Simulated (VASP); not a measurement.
# In2Te2O (P-3m1) in VASP: further runs

One crystal, In2Te2O, is run at these levels: PBE; tasks: band structure, Born charges and dielectric tensor.

Everything below comes from runs of VASP 6.6.1. Logs are shortened: lines on timing, memory, paths and dates and some standing lists are left out, and cuts for length are marked.

## Step 1: Starting point

The structure is trigonal, space group P-3m1 (No. 164). The conventional cell has a = 4.434 Å, b = 4.434 Å, c = 10.393 Å, α = 90.00°, β = 90.00°, γ = 120.00°. Around In (site symmetry 3m) lie 1 O at 1.97 Å. Te (site symmetry 3m) is surrounded by 3 In at 2.87 Å. O (site symmetry -3m) is surrounded by 2 In at 1.97 Å.

The cell was built by a generator and needn't be a form met in nature.

## Step 2: Band structure, PBE

File POSCAR:

```
In2Te2O
1.0
    4.4337180000      0.0000000000      0.0000000000
   -2.2168590000      3.8397130000      0.0000000000
    0.0000000000      0.0000000000     10.3929400000
In Te O
2 2 1
Direct
    0.0000000000      0.0000000000      0.8101560000
    0.0000000000      0.0000000000      0.1898440000
    0.3333330000      0.6666670000      0.3149000000
    0.6666670000      0.3333330000      0.6851000000
    0.0000000000      0.0000000000      0.0000000000
```

File INCAR.step1:

```
PREC = Accurate ; ENCUT = 520
EDIFF = 1E-6 ; ISMEAR = 0
SIGMA = 0.03 ; LREAL = False
LASPH = True ; NELM = 100
ALGO = Fast ; ISIF = 2
LWAVE = False ; LCHARG = True
GGA = PE ; NBANDS = 30
KPAR = 4
```

File KPOINTS.step1:

```
regular mesh
0
Gamma
  6 6 4
```

File INCAR.step2:

```
PREC = Accurate ; ENCUT = 520
EDIFF = 1E-6 ; ISMEAR = 0
SIGMA = 0.05 ; LREAL = False
LASPH = True ; NELM = 100
ALGO = Fast ; ISIF = 2
LWAVE = False ; LCHARG = False
GGA = PE ; NBANDS = 30
KPAR = 4 ; ICHARG = 11
```

File KPOINTS.step2:

```
path GMKGALHA,LM,KH
15
line-mode
reciprocal
 0.0000000000  0.0000000000  0.0000000000  G
 0.5000000000  0.0000000000  0.0000000000  M

 0.5000000000  0.0000000000  0.0000000000  M
 0.3333333333  0.3333333333  0.0000000000  K

 0.3333333333  0.3333333333  0.0000000000  K
 0.0000000000  0.0000000000  0.0000000000  G

 0.0000000000  0.0000000000  0.0000000000  G
 0.0000000000  0.0000000000  0.5000000000  A

 0.0000000000  0.0000000000  0.5000000000  A
 0.5000000000  0.0000000000  0.5000000000  L

 0.5000000000  0.0000000000  0.5000000000  L
 0.3333333333  0.3333333333  0.5000000000  H

 0.3333333333  0.3333333333  0.5000000000  H
 0.0000000000  0.0000000000  0.5000000000  A

 0.5000000000  0.0000000000  0.5000000000  L
 0.5000000000  0.0000000000  0.0000000000  M

 0.3333333333  0.3333333333  0.0000000000  K
 0.3333333333  0.3333333333  0.5000000000  H
```

Potentials or basis: VASP PAW PBE potentials, release 64 (In_d, Te, O).

Started as:

```
> cat potpaw_PBE.64/In_d/POTCAR potpaw_PBE.64/Te/POTCAR potpaw_PBE.64/O/POTCAR > POTCAR
> cp INCAR.step1 INCAR
> cp KPOINTS.step1 KPOINTS
> mpirun -np 4 vasp_std > vasp.out
> cp INCAR.step2 INCAR
> cp KPOINTS.step2 KPOINTS
> mpirun -np 4 vasp_std > vasp.out
```

OUTCAR:

```text
PREC = Accurate
   ENCUT = 520
   EDIFF = 1E-6
   ISMEAR = 0
   LREAL = False
   LASPH = True
   NELM = 100
   ISIF = 2
   GGA = PE
   ICHARG = 11

 ion  position               nearest neighbor table
   1  0.000  0.000  0.810-   5 1.97   4 2.87   4 2.87   4 2.87   2 3.95
   2  0.000  0.000  0.190-   5 1.97   3 2.87   3 2.87   3 2.87   1 3.95
   3  0.333  0.667  0.315-   2 2.87   2 2.87   2 2.87
   4  0.667  0.333  0.685-   1 2.87   1 2.87   1 2.87
   5  0.000  0.000  0.000-   1 1.97   2 1.97

  LATTYP: Found a hexagonal cell.
 ALAT       =     4.4337180000
 C/A-ratio  =     2.3440687928

  Lattice vectors:

 A1 = (   4.4337180000,   0.0000000000,   0.0000000000)
 A2 = (  -2.2168590000,   3.8397130000,   0.0000000000)
 A3 = (   0.0000000000,   0.0000000000,  10.3929400000)

Analysis of symmetry for initial positions (statically):
=====================================================================
 Subroutine PRICEL returns:
 Original cell was already a primitive cell.

 Routine SETGRP: Setting up the symmetry group for a
 hexagonal supercell.

 Subroutine GETGRP returns: Found 12 space group operations
 (whereof 12 operations were pure point group operations)
 out of a pool of 24 trial point group operations.

The static configuration has the point symmetry D_3d.

Analysis of symmetry for dynamics (positions and initial velocities):
=====================================================================
 Subroutine PRICEL returns:
 Original cell was already a primitive cell.

 Routine SETGRP: Setting up the symmetry group for a
 hexagonal supercell.

 Subroutine GETGRP returns: Found 12 space group operations
 (whereof 12 operations were pure point group operations)
 out of a pool of 24 trial point group operations.

The dynamic configuration has the point symmetry D_3d.

 Subroutine INISYM returns: Found 12 space group operations
 (whereof 12 operations are pure point group operations),
 and found     1 'primitive' translations

----------------------------------------------------------------------------------------

                                     Primitive cell

  volume of cell :     176.9315

  direct lattice vectors                    reciprocal lattice vectors
     4.433718000  0.000000000  0.000000000     0.225544340  0.130218066  0.000000000
    -2.216859000  3.839713000  0.000000000     0.000000000  0.260436132  0.000000000
     0.000000000  0.000000000 10.392940000     0.000000000  0.000000000  0.096219164

  length of vectors
     4.433718000  4.433718501 10.392940000     0.260436161  0.260436132  0.096219164

  position of ions in fractional coordinates (direct lattice)
     0.000000000  0.000000000  0.810156000
     0.000000000  0.000000000  0.189844000
     0.333333000  0.666667000  0.314900000
     0.666667000  0.333333000  0.685100000
     0.000000000  0.000000000  0.000000000

  ion indices of the primitive-cell ions
   primitive index   ion index
                 1           1
                 2           2
                 3           3
                 4           4
                 5           5

----------------------------------------------------------------------------------------

 KPOINTS: path GMKGALHA,LM,KH

Interpolating k-points between supplied coordinates.

 Line segments in fractional coordinates (reciprocal lattice):
    0.000000  0.000000  0.000000  ...  0.500000  0.000000  0.000000
    0.500000  0.000000  0.000000  ...  0.333333  0.333333  0.000000
    0.333333  0.333333  0.000000  ...  0.000000  0.000000  0.000000
    0.000000  0.000000  0.000000  ...  0.000000  0.000000  0.500000
    0.000000  0.000000  0.500000  ...  0.500000  0.000000  0.500000
    0.500000  0.000000  0.500000  ...  0.333333  0.333333  0.500000
    0.333333  0.333333  0.500000  ...  0.000000  0.000000  0.500000
    0.500000  0.000000  0.500000  ...  0.500000  0.000000  0.000000
    0.333333  0.333333  0.000000  ...  0.333333  0.333333  0.500000

 Generated    15 points on each line segment, for a total of    135 k-points:

 Following reciprocal coordinates:
            Coordinates               Weight
  0.000000  0.000000  0.000000      0.007407
  0.035714  0.000000  0.000000      0.007407
  0.071429  0.000000  0.000000      0.007407
  0.107143  0.000000  0.000000      0.007407
  0.142857  0.000000  0.000000      0.007407
  0.178571  0.000000  0.000000      0.007407
[... 16 lines left out ...]
  0.416667  0.166667  0.000000      0.007407
  0.404762  0.190476  0.000000      0.007407
 [... further k-points ...]
   k-points           NKPTS =    135   k-points in BZ     NKDIM =    135   number of bands    NBANDS=     30
   number of dos      NEDOS =    301   number of ions     NIONS =      5
   total plane-waves  NPLWV = 103680
   dimension x,y,z NGX =    36 NGY =   36 NGZ =   80
   dimension x,y,z NGXF=    72 NGYF=   72 NGZF=  160
   ions per type =               2   2   1
   NGX,Y,Z   is equivalent  to a cutoff of  13.50, 13.50, 12.80 a.u.
   NGXF,Y,Z  is equivalent  to a cutoff of  27.00, 27.00, 25.59 a.u.
 SYSTEM =  unknown system
   PREC   = accura    normal or accurate (medium, high low for compatibility)
   ISTART =      0    job   : 0-new  1-cont  2-samecut
   ICHARG =     11    charge: 1-file 2-atom 10-const
   ISPIN  =      1    spin polarized calculation?
   LNONCOLLINEAR =      F non collinear calculations
   LSORBIT =      F    spin-orbit coupling
   LASPH  =      T    aspherical Exc in radial PAW
   ENCUT  =  520.0 eV  38.22 Ry    6.18 a.u.   8.24  8.24 19.32*2*pi/ulx,y,z
   NELM   =    100;   NELMIN=  2; NELMDL=  0     # of ELM steps
   EDIFF  = 0.1E-05   stopping-criterion for ELM
   LREAL  =      F    real-space projection
   EDIFFG = 0.1E-04   stopping-criterion for IOM
   NSW    =      0    number of steps for IOM
   IBRION =     -1    ionic relax: 0-MD 1-quasi-New 2-CG
   NFREE  =      0    steps in history (QN), initial steepest desc. (CG)
   ISIF   =      2    stress and relaxation
   ISYM   =      2    0-nonsym 1-usesym 2-fastsym
   POTIM  = 0.5000    time-step for ionic-motion
   TEBEG  =    0.0;   TEEND  =   0.0 temperature during run
   PSTRESS=    0.0 pullay stress
   NELECT =      44.0000    total number of electrons
   NUPDOWN=      -1.0000    fix difference up-down
   EMIN   =  10.00;   EMAX   =-10.00  energy-range for DOS
   EFERMI =   0.00;   METHOD = LEGACY
   ISMEAR =     0;   SIGMA  =   0.05  broadening in eV -4-tet -1-fermi 0-gaus
   EFERMI_NEDOS =   21; number of points for ismear=-14 and -15
   IALGO  =     68    algorithm
   IMIX   =      4    mixing-type and parameters
     AMIX     =   0.40;   BMIX     =  1.00
     AMIX_MAG =   1.60;   BMIX_MAG =  1.00
  volume/ion in A,a.u.               =      35.39       238.80
  Fermi-wavevector in a.u.,A,eV,Ry     =   1.029494  1.945462 14.420252  1.059859
  Thomas-Fermi vector in A             =   2.163545
   LORBIT       =      0    0 simple, 1 ext, 2 COOP (PROOUT), +10 PAW based schemes
   GGA     = PE    functional components
   LHFCALC =     F    Hartree Fock is set to
   AEXX    =    0.0000 exact exchange contribution
   IVDW    =     0    specifies the selected vdW correction
   LEPSILON=     F    determine dielectric tensor
   LRPA    =     F    only Hartree local field effects (RPA)
 non-spin polarized calculation
 RMM-DIIS sequential band-by-band and
 Gauss-broadening in eV      SIGMA  =   0.05
  energy-cutoff  :      520.00
  volume of cell :      176.93
 maximum number of plane-waves:      4798
 NGX is ok and might be reduce to    36

 number of electron      44.0000011 magnetization

 Free energy of the ion-electron system (eV)
  ---------------------------------------------------
  ext. energy  EPLUGINS =         0.00000000
  ---------------------------------------------------
  free energy    TOTEN  =       -18.24654983 eV

  energy without entropy =      -18.24654983  energy(sigma->0) =      -18.24654983

 E-fermi :   2.4057     XC(G=0):  -7.8015

 val. band max:        2.1700255481   @ k =   0.0000   0.0000   0.0000
 cond. band min:       3.2130537165   @ k =   0.0000   0.0000   0.0000
 fundamental gap:      1.0430281685
 Fermi energy:         2.4057449046

 k-point     1 :       0.0000    0.0000    0.0000
  band No.  band energies     occupation
      1     -14.7612      2.00000
      2     -11.6469      2.00000
      3     -11.5080      2.00000
      4     -11.5080      2.00000
      5     -11.5073      2.00000
      6     -11.5073      2.00000
[... 22 lines left out ...]
     29       7.3139      0.00000
     30       8.7030      0.00000

 k-point     2 :       0.0357    0.0000    0.0000
  band No.  band energies     occupation
      1     -14.7611      2.00000
      2     -11.6466      2.00000
      3     -11.5089      2.00000
      4     -11.5081      2.00000
      5     -11.5076      2.00000
      6     -11.5069      2.00000
[... 22 lines left out ...]
     29       7.3415      0.00000
     30       8.6878      0.00000

 k-point     3 :       0.0714    0.0000    0.0000
  band No.  band energies     occupation
      1     -14.7606      2.00000
      2     -11.6460      2.00000
      3     -11.5117      2.00000
      4     -11.5103      2.00000
      5     -11.5064      2.00000
      6     -11.5057      2.00000
[... 22 lines left out ...]
     29       7.4218      0.00000
     30       8.6690      0.00000

 k-point     4 :       0.1071    0.0000    0.0000
  band No.  band energies     occupation
      1     -14.7599      2.00000
      2     -11.6450      2.00000
      3     -11.5162      2.00000
      4     -11.5140      2.00000
      5     -11.5044      2.00000
      6     -11.5036      2.00000
[... 22 lines left out ...]
     29       7.5476      0.00000
     30       8.6410      0.00000

 k-point     5 :       0.1429    0.0000    0.0000
  band No.  band energies     occupation
      1     -14.7590      2.00000
      2     -11.6436      2.00000
      3     -11.5222      2.00000
      4     -11.5189      2.00000
      5     -11.5019      2.00000
      6     -11.5010      2.00000
[... 22 lines left out ...]
     29       7.7065      0.00000
     30       8.6500      0.00000
[... 526 lines left out ...]
     29       8.6162      0.00000
     30       9.1591      0.00000

 k-point    22 :       0.4286    0.1429    0.0000
  band No.  band energies     occupation
      1     -14.7487      2.00000
      2     -11.6270      2.00000
      3     -11.5795      2.00000
      4     -11.5790      2.00000
      5     -11.4780      2.00000
      6     -11.4759      2.00000
[... 22 lines left out ...]
     29       8.6602      0.00000
     30       9.2046      0.00000

 k-point    23 :       0.4167    0.1667    0.0000
  band No.  band energies     occupation
      1     -14.7486      2.00000
      2     -11.6259      2.00000
      3     -11.5797      2.00000
      4     -11.5797      2.00000
      5     -11.4786      2.00000
      6     -11.4767      2.00000
[... 22 lines left out ...]
     29       8.7030      0.00000
     30       9.2372      0.00000

 k-point    24 :       0.4048    0.1905    0.0000
  band No.  band energies     occupation
      1     -14.7484      2.00000
      2     -11.6248      2.00000
      3     -11.5804      2.00000
      4     -11.5801      2.00000
      5     -11.4791      2.00000
      6     -11.4774      2.00000
[... 22 lines left out ...]
     29       8.7411      0.00000
     30       9.3144      0.00000

 [... further k-points ...]
[... 5 lines left out ...]
  --------------------------------------------------------------------------------------
  -------------------------------------------------------------------------------------
  Total        1.7659123      1.7659129      0.1831432      0.0000000      0.0000000      0.0000000
  in kB       15.9909576     15.9909624      1.6584262      0.0000000      0.0000000      0.0000000
  external PRESSURE =      11.2134487 kB  Pullay stress =       0.0000000 kB

 VOLUME and BASIS-vectors are now :
 -----------------------------------------------------------------------------
  energy-cutoff  :      520.00
  volume of cell :      176.93
      direct lattice vectors                 reciprocal lattice vectors
     4.433718000  0.000000000  0.000000000     0.225544340  0.130218066  0.000000000
    -2.216859000  3.839713000  0.000000000     0.000000000  0.260436132  0.000000000
     0.000000000  0.000000000 10.392940000     0.000000000  0.000000000  0.096219164

 POSITION                                       TOTAL-FORCE (eV/Angst)
 -----------------------------------------------------------------------------------
      0.00000      0.00000      8.41990        -0.000000      0.000000      0.183607
      0.00000      0.00000      1.97304        -0.000000     -0.000000     -0.183607
     -0.00000      2.55981      3.27274        -0.000000     -0.000000      0.208760
      2.21686      1.27990      7.12020         0.000000      0.000000     -0.208760
      0.00000      0.00000      0.00000        -0.000000      0.000000      0.000000
 -----------------------------------------------------------------------------------
    total drift:                                0.000000      0.000000      0.000000

  FREE ENERGIE OF THE ION-ELECTRON SYSTEM (eV)
  ---------------------------------------------------
  free  energy   TOTEN  =       -18.2465498298 eV

  energy  without entropy=      -18.2465498298  energy(sigma->0) =      -18.24654983
```

Run time: 4 min. Hardware: 4 MPI ranks of Intel Xeon Platinum 8259CL at 2.50GHz (Skylake/Cascade Lake), shared host; peak memory 0.76 GiB.

Results:

```yaml
Band_gap_on_the_k_mesh: 1.04 eV, direct
Band_gap_along_the_path: 1.04 eV, direct
```

Levels at the corners of the path, in eV from the valence-band top:
```tsv
point	band 18	band 19	band 20	band 21	band 22	band 23	band 24	band 25	band 26	band 27
Γ	-0.67	-0.33	-0.33	0.00	0.00	1.04	2.00	4.02	4.66	4.66
M	-1.67	-1.20	-1.17	-0.44	-0.39	1.95	2.36	3.27	4.72	6.09
M	-1.67	-1.20	-1.17	-0.44	-0.39	1.95	2.36	3.27	4.72	6.09
K	-2.52	-1.43	-1.43	-0.34	-0.34	2.23	4.09	4.43	4.43	6.16
K	-2.52	-1.43	-1.43	-0.34	-0.34	2.23	4.09	4.43	4.43	6.16
Γ	-0.67	-0.33	-0.33	0.00	0.00	1.04	2.00	4.02	4.66	4.66
Γ	-0.67	-0.33	-0.33	0.00	0.00	1.04	2.00	4.02	4.66	4.66
A	-1.03	-0.27	-0.27	-0.06	-0.06	1.54	1.82	4.22	4.76	4.76
A	-1.03	-0.27	-0.27	-0.06	-0.06	1.54	1.82	4.22	4.76	4.76
L	-1.58	-1.30	-1.29	-0.32	-0.32	1.58	2.62	3.76	3.90	5.83
L	-1.58	-1.30	-1.29	-0.32	-0.32	1.58	2.62	3.76	3.90	5.83
H	-2.63	-1.24	-1.24	-0.53	-0.53	2.73	3.53	4.52	4.52	6.26
H	-2.63	-1.24	-1.24	-0.53	-0.53	2.73	3.53	4.52	4.52	6.26
A	-1.03	-0.27	-0.27	-0.06	-0.06	1.54	1.82	4.22	4.76	4.76
L	-1.58	-1.30	-1.29	-0.32	-0.32	1.58	2.62	3.76	3.90	5.83
M	-1.67	-1.20	-1.17	-0.44	-0.39	1.95	2.36	3.27	4.72	6.09
K	-2.52	-1.43	-1.43	-0.34	-0.34	2.23	4.09	4.43	4.43	6.16
H	-2.63	-1.24	-1.24	-0.53	-0.53	2.73	3.53	4.52	4.52	6.26
```

Caveat: the log is that of the step along the path at fixed density, whose energy, stress, charges and moments have no meaning; spin-orbit coupling is left out, which moves the levels of the heavy elements; this functional lacks dispersion, which binds the layers, so the pressure and a relaxed spacing across them are unreliable.

(Part 1 of 2 ends here.)
